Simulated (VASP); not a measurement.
Method: r2SCAN meta-GGA, VASP's PBE PAW potentials (set 64) (plane waves; VASP).

VASP input:

### POSCAR
```
Pt
1
    0.0000000000     1.9713598914     1.9713598914
    1.9713598914     0.0000000000     1.9713598914
    1.9713598914     1.9713598914     0.0000000000
Pt
1
Direct
  0.0000000000   0.0000000000   0.0000000000
```

**KPOINTS**
```
Automatic mesh
0
Gamma
18 18 18
0 0 0
```

### INCAR
```
ALGO  =  Normal
EDIFF  =  1E-5
EDIFFG  =  -0.03
ENCUT  =  400
IBRION  =  2
ISIF  =  2
ISMEAR  =  1
LASPH  =  .TRUE.
LCHARG  =  .FALSE.
LMAXMIX  =  6
LMIXTAU  =  .TRUE.
LREAL  =  .FALSE.
LWAVE  =  .FALSE.
METAGGA  =  R2SCAN
NELM  =  100
NELMIN  =  4
NSW  =  20
PREC  =  Normal
SIGMA  =  0.1
SYSTEM  =  Pt
```

POTCAR, in this order: Pt (PBE.64 set). Program: vasp_std.

What VASP printed:

File OSZICAR:
```
       N       E                     dE             d eps       ncg     rms          rms(c)
DAV:   1    -0.214901866754E+02   -0.21490E+02   -0.48639E+03  3950   0.844E+02
DAV:   2    -0.544683462351E+02   -0.32978E+02   -0.31347E+02  3713   0.164E+02
DAV:   3    -0.547860648856E+02   -0.31772E+00   -0.31529E+00  4234   0.157E+01
DAV:   4    -0.547872558385E+02   -0.11910E-02   -0.11909E-02  3978   0.102E+00
DAV:   5    -0.547872645936E+02   -0.87551E-05   -0.87539E-05  4019   0.824E-02    0.127E+01
DAV:   6    -0.510619105280E+02    0.37254E+01   -0.36716E+00  3593   0.164E+01    0.617E+00
DAV:   7    -0.513795201615E+02   -0.31761E+00   -0.58512E-01  3517   0.434E+00    0.438E+00
DAV:   8    -0.514710962557E+02   -0.91576E-01   -0.27979E-01  3587   0.349E+00    0.778E-01
DAV:   9    -0.514938714611E+02   -0.22775E-01   -0.30313E-02  3611   0.126E+00    0.196E-01
DAV:  10    -0.514966449239E+02   -0.27735E-02   -0.43784E-03  3652   0.476E-01    0.550E-02
DAV:  11    -0.514963246856E+02    0.32024E-03   -0.39499E-04  3707   0.159E-01    0.923E-02
DAV:  12    -0.514969767496E+02   -0.65206E-03   -0.40190E-04  3558   0.127E-01    0.760E-03
DAV:  13    -0.514969850042E+02   -0.82546E-05   -0.22144E-05  2913   0.370E-02
   1 F= -.51496985E+02 E0= -.51496786E+02  d E =-.514970E+02
```

### OUTCAR
```
------------------------ aborting loop because EDIFF is reached ----------------------------------------
  FORCE on cell =-STRESS in cart. coord.  units (eV):
  Direction    XX          YY          ZZ          XY          YZ          ZX
  --------------------------------------------------------------------------------------
  Total        0.0111885      0.0111885      0.0111885     -0.0000000      0.0000000     -0.0000000
  in kB        1.1699172      1.1699172      1.1699172     -0.0000000      0.0000000     -0.0000000
  external PRESSURE =       1.1699172 kB  Pullay stress =       0.0000000 kB
  volume of cell :       15.32
      direct lattice vectors                 reciprocal lattice vectors
     0.000000000  1.971359891  1.971359891    -0.253632024  0.253632024  0.253632024
     1.971359891  0.000000000  1.971359891     0.253632024 -0.253632024  0.253632024
     1.971359891  1.971359891  0.000000000     0.253632024  0.253632024 -0.253632024
 POSITION                                       TOTAL-FORCE (eV/Angst)
 -----------------------------------------------------------------------------------
      0.00000      0.00000      0.00000         0.000000      0.000000      0.000000
 -----------------------------------------------------------------------------------
    total drift:                               -0.000000     -0.000000      0.000000
  FREE ENERGIE OF THE ION-ELECTRON SYSTEM (eV)
  ---------------------------------------------------
  free  energy   TOTEN  =       -51.4969850042 eV

  energy  without entropy=      -51.4963868625  energy(sigma->0) =      -51.49678562

 reached required accuracy - stopping structural energy minimisation
```
(Selected blocks of OUTCAR.)

The compound is Pt in the fcc structure. It was relaxed first.
